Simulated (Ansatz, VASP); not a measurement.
## Ru: VASP beside Ansatz

```
Ru
1.0
     2.65200    0.00000    0.00000
    -1.32600    2.29670    0.00000
     0.00000    0.00000    4.15030
Ru
2
Direct
  0.33333 0.66667 0.25000
  0.66667 0.33333 0.75000
```

Alike in both runs: task single point; functional PBEsol; k mesh 18 × 18 × 10; occupations gaussian, width 0.15 eV; no spin polarisation.

|  | VASP | Ansatz |
| --- | --- | --- |
| version | VASP 6.6.1 | Ansatz 0.2.0 |
| potentials or method | VASP PAW PBE potentials, release 64 (Ru_pv) | scalar-relativistic, plane waves, PAW |
| plane-wave cutoff (eV) | 520 | 420 |
| valence electrons in the cell | 28 | 32 |

```csv
,VASP,Ansatz,Ansatz less VASP
gap on the k mesh at the Fermi level (eV),none,none,-
pressure (GPa),20.9,21.0,+0.07
largest component of the traceless stress (GPa),4.64,4.64,0.000
```

A gap of «none» marks a metal or a gap that the smearing closes. The two sets of potentials don't hold the same shells in valence. Ansatz warned: «pseudo_functional_mismatch».

Caveats: so large a pressure means that the cell lies far from this level's equilibrium, or that cutoff or potentials fall short (VASP); the potentials were made for another functional, which shifts forces and pressure (VASP).
